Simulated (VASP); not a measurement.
These are PBE GGA, VASP's PBE PAW potentials (set 64) (plane waves; VASP 6.6.1) values and carry that method's errors.

VASP input:

**POSCAR**
```
KTaO3
1
    4.0269839971     0.0000000000     0.0000000000
    0.0000000000     4.0269839971     0.0000000000
    0.0000000000     0.0000000000     4.0269839971
K Ta O
1 1 3
Direct
  0.0000000000   0.0000000000   0.0000000000
  0.5000000000   0.5000000000   0.5000000000
  0.5000000000   0.0000000000   0.5000000000
  0.0000000000   0.5000000000   0.5000000000
  0.5000000000   0.5000000000   0.0000000000
```

KPOINTS:
```
Automatic mesh
0
Gamma
6 6 6
0 0 0
```

INCAR:
```
SYSTEM=KTaO3
PREC=Accurate; ENCUT=620; LREAL=.False.
LASPH=.True.
EDIFF=1E-6; NELM=100; ALGO=Normal
LMAXMIX=6
ISMEAR=0; SIGMA=0.05
GGA=PE
IBRION=2; NSW=40; ISIF=3
EDIFFG=-0.02; PSTRESS=50
LWAVE=.False.; LCHARG=.False.
```

POTCAR, in this order: K_sv Ta_pv O (PBE.64 set). Program: vasp_std.

Output

OUTCAR:
```
 ion  position               nearest neighbor table
   1  0.000  0.000  0.000-   3 2.85   4 2.85   5 2.85   3 2.85   4 2.85   4 2.85   5 2.85   4 2.85
                             3 2.85   5 2.85   3 2.85   5 2.85   2 3.49   2 3.49   2 3.49   2 3.49
   2  0.500  0.500  0.500-   3 2.01   4 2.01   5 2.01   5 2.01   3 2.01   4 2.01   1 3.49   1 3.49
                             1 3.49   1 3.49   1 3.49   1 3.49   1 3.49   1 3.49
   3  0.500  0.000  0.500-   2 2.01   2 2.01   1 2.85   1 2.85   1 2.85   1 2.85
   4  0.000  0.500  0.500-   2 2.01   2 2.01   1 2.85   1 2.85   1 2.85   1 2.85
   5  0.500  0.500  0.000-   2 2.01   2 2.01   1 2.85   1 2.85   1 2.85   1 2.85
  LATTYP: Found a simple cubic cell.
 ALAT       =     4.0269839971
 Subroutine PRICEL returns:
 Original cell was already a primitive cell.
 Subroutine GETGRP returns: Found 48 space group operations
The static configuration has the point symmetry O_h .
The dynamic configuration has the point symmetry O_h .
 Subroutine INISYM returns: Found 48 space group operations
 Subroutine IBZKPT returns following result:
 Found     20 irreducible k-points:

 Following reciprocal coordinates:
            Coordinates               Weight
  0.000000  0.000000  0.000000      1.000000
  0.166667  0.000000  0.000000      6.000000
  0.333333  0.000000  0.000000      6.000000
  0.500000  0.000000  0.000000      3.000000
...
```

File OSZICAR:
```
       N       E                     dE             d eps       ncg     rms          rms(c)
DAV:   1     0.366047055659E+03    0.36605E+03   -0.23966E+04   920   0.193E+03
DAV:   2    -0.273563669271E+02   -0.39340E+03   -0.38599E+03  1124   0.478E+02
DAV:   3    -0.491577100507E+02   -0.21801E+02   -0.21166E+02  1179   0.110E+02
DAV:   4    -0.497491206823E+02   -0.59141E+00   -0.59118E+00  1635   0.151E+01
DAV:   5    -0.497521962534E+02   -0.30756E-02   -0.30755E-02  1165   0.109E+00    0.339E+01
DAV:   6    -0.412974662358E+02    0.84547E+01   -0.44488E+01  1088   0.462E+01    0.135E+01
DAV:   7    -0.411362485831E+02    0.16122E+00   -0.24240E+00  1228   0.105E+01    0.872E+00
DAV:   8    -0.410866401064E+02    0.49608E-01   -0.41746E-01  1177   0.557E+00    0.141E+00
DAV:   9    -0.410779749585E+02    0.86651E-02   -0.28446E-02  1255   0.129E+00    0.249E-01
DAV:  10    -0.410772096025E+02    0.76536E-03   -0.10068E-02  1258   0.728E-01    0.476E-02
DAV:  11    -0.410772485736E+02   -0.38971E-04   -0.52340E-04  1249   0.177E-01    0.320E-02
DAV:  12    -0.410772813997E+02   -0.32826E-04   -0.45063E-05  1353   0.559E-02    0.915E-03
DAV:  13    -0.410772816618E+02   -0.26219E-06   -0.68170E-06  1228   0.213E-02
   1 F= -.39039305E+02 E0= -.39039305E+02  d E =-.390393E+02
       N       E                     dE             d eps       ncg     rms          rms(c)
DAV:   1    -0.416768431118E+02   -0.59956E+00   -0.22011E+01  1004   0.452E+01    0.810E+00
DAV:   2    -0.410602325451E+02    0.61661E+00   -0.20988E+00  1039   0.109E+01    0.384E+00
DAV:   3    -0.409408719395E+02    0.11936E+00   -0.22963E-01  1311   0.459E+00    0.106E+00
DAV:   4    -0.409323172607E+02    0.85547E-02   -0.54935E-02  1361   0.167E+00    0.571E-01
DAV:   5    -0.409340180112E+02   -0.17008E-02   -0.69934E-03  1450   0.497E-01    0.114E-01
DAV:   6    -0.409340107083E+02    0.73029E-05   -0.96058E-04  1425   0.208E-01    0.654E-02
DAV:   7    -0.409340788420E+02   -0.68134E-04   -0.68129E-05  1460   0.651E-02    0.917E-03
DAV:   8    -0.409340771792E+02    0.16629E-05   -0.32437E-06  1094   0.173E-02    0.390E-03
DAV:   9    -0.409340781759E+02   -0.99673E-06   -0.31446E-07   712   0.603E-03
   2 F= -.39013774E+02 E0= -.39013774E+02  d E =0.255310E-01
       N       E                     dE             d eps       ncg     rms          rms(c)
DAV:   1    -0.413000158159E+02   -0.36594E+00   -0.74038E+00   990   0.265E+01    0.475E+00
DAV:   2    -0.410978331024E+02    0.20218E+00   -0.69874E-01  1025   0.622E+00    0.227E+00
DAV:   3    -0.410569933957E+02    0.40840E-01   -0.70932E-02  1151   0.262E+00    0.826E-01
DAV:   4    -0.410526712289E+02    0.43222E-02   -0.25750E-02  1292   0.107E+00    0.450E-01
DAV:   5    -0.410530501950E+02   -0.37897E-03   -0.18361E-03  1430   0.256E-01    0.124E-01
DAV:   6    -0.410530900349E+02   -0.39840E-04   -0.53876E-04  1277   0.150E-01    0.371E-02
DAV:   7    -0.410530843765E+02    0.56584E-05   -0.37043E-05  1489   0.366E-02    0.114E-02
DAV:   8    -0.410530826043E+02    0.17722E-05   -0.17407E-06   962   0.928E-03    0.317E-03
DAV:   9    -0.410530829820E+02   -0.37769E-06   -0.20599E-07   621   0.370E-03
   3 F= -.39065045E+02 E0= -.39065045E+02  d E =-.257395E-01
```

File OUTCAR:
```
------------------------ aborting loop because EDIFF is reached ----------------------------------------
  FORCE on cell =-STRESS in cart. coord.  units (eV):
  Direction    XX          YY          ZZ          XY          YZ          ZX
  --------------------------------------------------------------------------------------
  Total        1.9730538      1.9730538      1.9730538     -0.0000000     -0.0000000     -0.0000000
  in kB       49.6231374     49.6231374     49.6231374     -0.0000000     -0.0000000     -0.0000000
  external PRESSURE =      -0.3768626 kB  Pullay stress =      50.0000000 kB
  volume of cell :       63.70
      direct lattice vectors                 reciprocal lattice vectors
     3.993819457  0.000000000 -0.000000000     0.250386882 -0.000000000 -0.000000000
     0.000000000  3.993819457 -0.000000000    -0.000000000  0.250386882 -0.000000000
     0.000000000  0.000000000  3.993819457     0.000000000  0.000000000  0.250386882
 POSITION                                       TOTAL-FORCE (eV/Angst)
 -----------------------------------------------------------------------------------
      0.00000      0.00000      0.00000        -0.000000     -0.000000      0.000000
      1.99691      1.99691      1.99691         0.000000      0.000000      0.000000
      1.99691      0.00000      1.99691        -0.000000      0.000000      0.000000
      0.00000      1.99691      1.99691         0.000000      0.000000      0.000000
      1.99691      1.99691     -0.00000        -0.000000     -0.000000      0.000000
 -----------------------------------------------------------------------------------
    total drift:                                0.000000      0.000000      0.000000
  FREE ENERGIE OF THE ION-ELECTRON SYSTEM (eV)
  ---------------------------------------------------
  free  energy   TOTEN  =       -41.0530829820 eV

  energy  without entropy=      -41.0530829820  energy(sigma->0) =      -41.05308298
  enthalpy is  TOTEN    =       -39.0650448634 eV   P V=        1.9880381186

 reached required accuracy - stopping structural energy minimisation
```
(Selected blocks of OUTCAR.)

File CONTCAR:
```
KTaO3
   1.00000000000000
     3.9938194571130468    0.0000000000000000   -0.0000000000000000
     0.0000000000000000    3.9938194571130468   -0.0000000000000000
     0.0000000000000000    0.0000000000000000    3.9938194571130468
  K               Ta              O
     1     1     3
Direct
     0.0000000000000000    0.0000000000000000    0.0000000000000000
     0.5000000000000000    0.5000000000000000    0.5000000000000000
     0.5000000000000000    0.0000000000000000    0.5000000000000000
     0.0000000000000000    0.5000000000000000    0.5000000000000000
     0.5000000000000000    0.5000000000000000    0.0000000000000000
```

File OUTCAR:
```
 val. band max:        1.7712817597   @ k =   0.5000   0.5000   0.5000

 cond. band min:       3.9391706305   @ k =   0.0000   0.0000   0.0000


 Fermi energy:         2.0481703049

 k-point     1 :       0.0000    0.0000    0.0000
  band No.  band energies     occupation
      1     -32.3712      2.00000
      2     -32.3712      2.00000
      3     -32.3712      2.00000
      4     -25.5528      2.00000
      5     -15.7645      2.00000
      6     -15.0591      2.00000
      7     -15.0591      2.00000
      8      -9.1016      2.00000
      9      -9.1016      2.00000
     10      -9.1016      2.00000
     11      -0.6534      2.00000
     12      -0.6534      2.00000
     13      -0.6534      2.00000
     14       0.7186      2.00000
     15       0.7186      2.00000
     16       0.7186      2.00000
     17       1.1485      2.00000
     18       1.1485      2.00000
     19       1.1485      2.00000
     20       3.9392      0.00000
     21       3.9392      0.00000
     22       3.9392      0.00000
     23       8.3661      0.00000

 k-point     2 :       0.1667    0.0000    0.0000
  band No.  band energies     occupation
      1     -32.3936      2.00000
      2     -32.3703      2.00000
      3     -32.3703      2.00000
      4     -25.5459      2.00000
      5     -15.6955      2.00000
      6     -15.0535      2.00000
      7     -14.9078      2.00000
      8      -9.0922      2.00000
      9      -9.0922      2.00000
     10      -9.0665      2.00000
     11      -1.3255      2.00000
     12      -0.6826      2.00000
     13      -0.6826      2.00000
     14       0.3225      2.00000
     15       0.3225      2.00000
     16       0.4814      2.00000
     17       0.5990      2.00000
     18       1.0362      2.00000
     19       1.0362      2.00000
     20       3.9769      0.00000
     21       4.7297      0.00000
     22       4.7297      0.00000
     23       8.7689      0.00000

 k-point     3 :       0.3333    0.0000    0.0000
...
```

Energy and stress use the plane-wave basis of the starting cell. Unless said otherwise, spin-orbit coupling is left out, though it shifts the bands of the heavy elements here.

The compound is KTaO3 in the cubic perovskite structure. This run relaxes it under an external pressure of 5 GPa. Symmetry was kept, so distortions that lower it aren't found.
